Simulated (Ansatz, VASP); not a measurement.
One calculation of Rb3Hg, two programs

File INCAR:

```
ALGO     = Normal         # electronic algorithm
EDIFF    = 1E-7           # SCF threshold, eV
ENCUT    = 520            # plane-wave cutoff, eV
ISIF     = 2              # what is computed and relaxed
ISMEAR   = -1             # smearing method
LASPH    = True           # aspherical terms in the spheres
LCHARG   = False          # write CHGCAR
LREAL    = False          # projectors in reciprocal space
LWAVE    = False          # write WAVECAR
NBANDS   = 28             # bands
NELM     = 80             # most SCF steps
PREC     = Accurate       # precision mode
SIGMA    = 0.3            # smearing width, eV
```

The input KPOINTS:

```
k-points
0
Gamma
  4 4 4
```

The input POSCAR:

```
Rb3Hg
1.0
    0.0000000000      5.0269090000      5.0269090000
    5.0269090000      0.0000000000      5.0269090000
    5.0269090000      5.0269090000      0.0000000000
Rb Hg
3 1
Direct
    0.2500000000      0.2500000000      0.2500000000
    0.7500000000      0.7500000000      0.7500000000
    0.5000000000      0.5000000000      0.5000000000
    0.0000000000      0.0000000000      0.0000000000
```

Input for Ansatz:

```yaml
crystal:
  lattice:
    - [0.0, 5.026909, 5.026909]
    - [5.026909, 0.0, 5.026909]
    - [5.026909, 5.026909, 0.0]
  atoms:
    - { symbol: Rb, position: [0.25, 0.25, 0.25] }
    - { symbol: Rb, position: [0.75, 0.75, 0.75] }
    - { symbol: Rb, position: [0.5, 0.5, 0.5] }
    - { symbol: Hg, position: [0.0, 0.0, 0.0] }
basis:
  ecutwfc: 500.0
kpoints:
  mp_grid:
    grid: [4, 4, 4]
hamiltonian:
  xc: lda
scf:
  occupations:
    method: fermi_dirac
    width: 0.3
output:
  stress: true
```

The cell comes from a database or a generator and needn't be the stable form of this composition.

Alike in both runs: task single point; functional LDA; k mesh 4 × 4 × 4; occupations fermi-dirac, width 0.3 eV; no spin polarisation.

```csv
,VASP,Ansatz
version,VASP 6.6.1,Ansatz 0.2.0
potentials or method,"VASP PAW LDA potentials, release 64 (Rb_sv, Hg)","plane waves, PAW"
plane-wave cutoff (eV),520,500
valence electrons in the cell,39,47
```

|  | VASP | Ansatz | Ansatz less VASP |
| --- | --- | --- | --- |
| pressure (GPa) | -0.8 | -0.8 | +0.01 |

The two sets of potentials don't hold the same shells in valence.

Spin-orbit coupling is left out, which matters for the levels of Hg.
